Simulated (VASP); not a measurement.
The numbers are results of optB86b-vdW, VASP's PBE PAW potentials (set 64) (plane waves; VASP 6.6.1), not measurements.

Input for VASP

File POSCAR:
```
SrVO3
7.7467490
  0.5000000297   0.0000000000   0.0000000000
  0.0000000000   0.5000000297   0.0000000000
  0.0000000000   0.0000000000   0.5000000297
Sr V O
1 1 3
Cartesian
  0.0000000000   0.0000000000   0.0000000000
  0.2500000149   0.2500000149   0.2500000149
  0.2500000149   0.0000000000   0.2500000149
  0.0000000000   0.2500000149   0.2500000149
  0.2500000149   0.2500000149   0.0000000000
```

### KPOINTS
```
Automatic mesh
0
Gamma
8 8 8
0 0 0
```

INCAR:
```
AGGAC  =  0.0
ALGO  =  Normal
EDIFF  =  1E-7
ENCUT  =  520
GGA  =  MK
ISIF  =  2
ISMEAR  =  1
LASPH  =  .True.
LCHARG  =  .False.
LMAXMIX  =  4
LREAL  =  .False.
LUSE_VDW  =  .True.
LWAVE  =  .False.
NELM  =  100
PARAM1  =  0.1234
PARAM2  =  1.0
PREC  =  Accurate
SIGMA  =  0.1
SYSTEM  =  SrVO3
```

POTCAR, in this order: Sr_sv V_sv O (PBE.64 set). Program: vasp_std.

The run wrote:

**OSZICAR**
```
       N       E                     dE             d eps       ncg     rms          rms(c)
DAV:   1     0.473044632256E+03    0.47304E+03   -0.24074E+04  1680   0.178E+03
DAV:   2    -0.109022253171E+02   -0.48395E+03   -0.48008E+03  2168   0.493E+02
DAV:   3    -0.396477234410E+02   -0.28745E+02   -0.27989E+02  1768   0.128E+02
DAV:   4    -0.405789310260E+02   -0.93121E+00   -0.93082E+00  2904   0.202E+01
DAV:   5    -0.405888121800E+02   -0.98812E-02   -0.98737E-02  2016   0.165E+00    0.372E+01
DAV:   6    -0.319704525171E+02    0.86184E+01   -0.10070E+02  2216   0.739E+01    0.192E+01
DAV:   7    -0.308474508424E+02    0.11230E+01   -0.36564E+01  1936   0.531E+01    0.171E+01
DAV:   8    -0.300637613944E+02    0.78369E+00   -0.33876E+00  1864   0.165E+01    0.494E+00
DAV:   9    -0.300767012421E+02   -0.12940E-01   -0.66776E-01  2184   0.594E+00    0.220E+00
DAV:  10    -0.300540258863E+02    0.22675E-01   -0.39613E-01  1896   0.574E+00    0.951E-01
DAV:  11    -0.300463866732E+02    0.76392E-02   -0.69789E-02  1840   0.225E+00    0.338E-01
DAV:  12    -0.300457910188E+02    0.59565E-03   -0.47329E-03  2056   0.643E-01    0.846E-02
DAV:  13    -0.300457873763E+02    0.36425E-05   -0.27682E-04  2168   0.121E-01    0.299E-02
DAV:  14    -0.300457793144E+02    0.80619E-05   -0.10099E-04  1920   0.625E-02    0.159E-02
DAV:  15    -0.300457793875E+02   -0.73150E-07   -0.17997E-05  2016   0.405E-02    0.926E-03
DAV:  16    -0.300457790515E+02    0.33607E-06   -0.22034E-06  1904   0.142E-02    0.270E-03
DAV:  17    -0.300457790482E+02    0.32642E-08   -0.15099E-07  1248   0.304E-03
   1 F= -.30045779E+02 E0= -.30044992E+02  d E =-.236180E-02
```

OUTCAR:
```
------------------------ aborting loop because EDIFF is reached ----------------------------------------
  FORCE on cell =-STRESS in cart. coord.  units (eV):
  Direction    XX          YY          ZZ          XY          YZ          ZX
  --------------------------------------------------------------------------------------
  Total       -1.9087436     -1.9087436     -1.9087436      0.0000000      0.0000000      0.0000000
  in kB      -52.6247002    -52.6247002    -52.6247002      0.0000000      0.0000000      0.0000000
  external PRESSURE =     -52.6247002 kB  Pullay stress =       0.0000000 kB
  volume of cell :       58.11
      direct lattice vectors                 reciprocal lattice vectors
     3.873374730  0.000000000  0.000000000     0.258172800  0.000000000  0.000000000
     0.000000000  3.873374730  0.000000000     0.000000000  0.258172800  0.000000000
     0.000000000  0.000000000  3.873374730     0.000000000  0.000000000  0.258172800
 POSITION                                       TOTAL-FORCE (eV/Angst)
 -----------------------------------------------------------------------------------
      0.00000      0.00000      0.00000         0.000000      0.000000      0.000000
      1.93669      1.93669      1.93669         0.000000      0.000000      0.000000
      1.93669      0.00000      1.93669         0.000000      0.000000      0.000000
      0.00000      1.93669      1.93669         0.000000      0.000000      0.000000
      1.93669      1.93669      0.00000         0.000000      0.000000      0.000000
 -----------------------------------------------------------------------------------
    total drift:                                0.000000      0.000000     -0.000000
  FREE ENERGIE OF THE ION-ELECTRON SYSTEM (eV)
  ---------------------------------------------------
  free  energy   TOTEN  =       -30.0457790482 eV

  energy  without entropy=      -30.0434172521  energy(sigma->0) =      -30.04499178
```
(Selected blocks of OUTCAR.)

The compound is SrVO3 in the cubic perovskite structure. This cell is one point of a volume scan, at 1.03 of the reference volume. The run is not spin-polarised, so no magnetic state was tried. The electron count is odd and the run is not spin-polarised, which forces a metal.
